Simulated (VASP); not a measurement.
Input of a VASP 6.6.1 run:

INCAR

```
SYSTEM = TaAlO3
ALGO     = Fast           ! electronic algorithm
EDIFF    = 1E-5           ! SCF threshold, eV
ENCUT    = 520            ! plane-wave cutoff, eV
GGA      = PE             ! functional
ISIF     = 2              ! what is computed and relaxed
ISMEAR   = 0              ! smearing method
LASPH    = .TRUE.         ! aspherical terms in the spheres
LCHARG   = .FALSE.        ! write CHGCAR
LREAL    = Auto         
LWAVE    = .FALSE.        ! write WAVECAR
NELM     = 80             ! most SCF steps
PREC     = Normal         ! precision mode
SIGMA    = 0.15           ! smearing width, eV
```

Contents of KPOINTS:

```
k-points
0
G
  8 8 2
  0 0 0
```

The input POSCAR:

```
TaAlO3
1.0
    3.0365990000      0.0000000000      0.0000000000
   -1.5182990000      2.6297720000      0.0000000000
    0.0000000000      0.0000000000     13.1538600000
Ta Al O
2 2 6
Direct
    0.0000000000      0.0000000000      0.5000000000
    0.0000000000      0.0000000000      0.0000000000
    0.3333330000      0.6666670000      0.2500000000
    0.6666670000      0.3333330000      0.7500000000
    0.3333330000      0.6666670000      0.1006530000
    0.3333330000      0.6666670000      0.3993470000
    0.0000000000      0.0000000000      0.2500000000
    0.6666670000      0.3333330000      0.8993470000
    0.6666670000      0.3333330000      0.6006530000
    0.0000000000      0.0000000000      0.7500000000
```

Potentials or basis: VASP PAW PBE potentials, release 64 (Ta_pv, Al, O).

Run with:

```sh
$ cat potpaw_PBE.64/Ta_pv/POTCAR potpaw_PBE.64/Al/POTCAR potpaw_PBE.64/O/POTCAR > POTCAR
$ mpirun -np 1 vasp_std > vasp.out
```

Q: What does it give for the pressure?

A: 0.2 GPa.

Q: What does it give for the band gap on the k mesh?

A: None (metal or under the smearing width).

Q: What does it give for the largest force?

A: 0.025 eV/Å.

Stress tensor (GPa, compression positive):
```
0.22 0.00 0.00
0.00 0.22 0.00
0.00 0.00 0.12
```

Spin-orbit coupling is left out, which matters for the levels of Ta.
